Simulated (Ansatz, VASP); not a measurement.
## Two plane-wave programs on Na16N (a cell with a defect)

```xyz
17
Lattice="8.4600 0.0000 0.0000 0.0000 8.4600 0.0000 0.0000 0.0000 8.4600" Properties=species:S:1:pos:R:3 pbc="T T T"
Na    0.0029    0.0764   -0.0398
Na    4.2338    0.2051   -0.0306
Na    0.0028    4.1521   -0.0419
Na    0.0028   -0.2652    4.1465
Na    1.9218    2.1157    2.2536
Na    4.2335    4.0020   -0.0448
Na    4.2339    0.0724    4.1563
Na    6.5444    2.1156    2.2532
Na    0.0028    4.4948    4.1469
Na    2.5621    6.3522    1.6265
Na    1.9200    2.1131    6.0742
Na    4.2339    4.1549    4.1551
Na    5.9060    6.3521    1.6218
Na    6.5466    2.1132    6.0743
Na    2.6032    6.3448    6.7148
Na    5.8630    6.3452    6.7198
N     4.2313    6.3341    8.4296
```

Alike in both runs: functional PBEsol; k mesh 2 × 2 × 2; occupations fermi-dirac, width 0.05 eV; no spin polarisation.

Ansatz relaxed the structure, and its values are those at the end. VASP's run is a single point on that final structure, the one shown.

```csv
,VASP,Ansatz
version,VASP 6.6.1,Ansatz 0.2.0
potentials or method,"VASP PAW PBE potentials, release 64 (Na_pv, N)","scalar-relativistic, plane waves, PAW"
plane-wave cutoff (eV),520,420
valence electrons in the cell,117,149
```

Ansatz gave:

| Quantity | Value |
| --- | --- |
| rms of the force components (eV/Å) | 0.016 |

Task: Which values does VASP return?

Result: rms of the force components (eV/Å): 0.018.

The two sets of potentials don't hold the same shells in valence.

Caveats: the k mesh is coarse (spacing up to 0.37 Å⁻¹), so the values aren't converged; the PAW data sets were made with another functional, which shifts forces and pressure a little (VASP).
